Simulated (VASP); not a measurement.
The system is Ti3BiO3.

```xyz
7
Lattice="4.6442 0.0000 0.0000 0.0000 4.6442 0.0000 0.0000 0.0000 4.6442" Properties=species:S:1:pos:R:3 pbc="T T T"
Ti    2.3221    0.0000    0.0000
Ti    0.0000    2.3221    0.0000
Ti    0.0000    0.0000    2.3221
Bi    0.0000    0.0000    0.0000
O     0.0000    2.3221    2.3221
O     2.3221    0.0000    2.3221
O     2.3221    2.3221    0.0000
```

The cell was built by a generator and needn't be a form met in nature.

- Program: VASP 6.6.1
- Task: relaxation of cell and atoms
- Functional: PBE
- Potentials or basis: VASP PAW PBE potentials, release 64 (Ti_sv, Bi_d, O)
- Cutoff: 520 eV
- k mesh: 3 × 3 × 3
- Occupations: gaussian, width 0.15 eV
- Spin: no spin polarisation

At the start: pressure 21.4 GPa; volume 14.31 Å³/atom.

**Question.** Where does the relaxation end?

**Answer.** Over 3 steps the energy falls by 139.7 meV/atom and the volume is 16.65 Å³/atom (+16.4 %); space group Pm-3m (No. 221, to 0.05 Å).

Step by step:
```
step  energy change (eV)  largest force (eV/Å)  pressure (GPa)  volume (Å³)
   1              0.0000                0.0000           21.39       100.17
   2             -0.4602                0.0000          -10.96       130.50
   3             -0.9782                0.0000           -0.33       116.57
```

Final structure:
```yaml
crystal:
  lattice:
    - [4.88503, 0.00000, 0.00000]
    - [0.00000, 4.88503, 0.00000]
    - [0.00000, 0.00000, 4.88503]
  atoms:
    - { symbol: Ti, position: [0.50000, 0.00000, 0.00000] }
    - { symbol: Ti, position: [0.00000, 0.50000, 0.00000] }
    - { symbol: Ti, position: [0.00000, 0.00000, 0.50000] }
    - { symbol: Bi, position: [0.00000, 0.00000, 0.00000] }
    - { symbol: O, position: [0.00000, 0.50000, 0.50000] }
    - { symbol: O, position: [0.50000, 0.00000, 0.50000] }
    - { symbol: O, position: [0.50000, 0.50000, 0.00000] }
```

Caveat: the k mesh is coarse (spacing up to 0.45 Å⁻¹), so the values aren't converged; the volume moved by over 15 % at a fixed basis, so the end points are rough; an odd number of electrons without spin polarisation forces a metal; a magnetic or distorted state may lie lower; the relaxation stopped at a loose force limit of 0.08 eV/Å, so its end isn't a converged minimum.
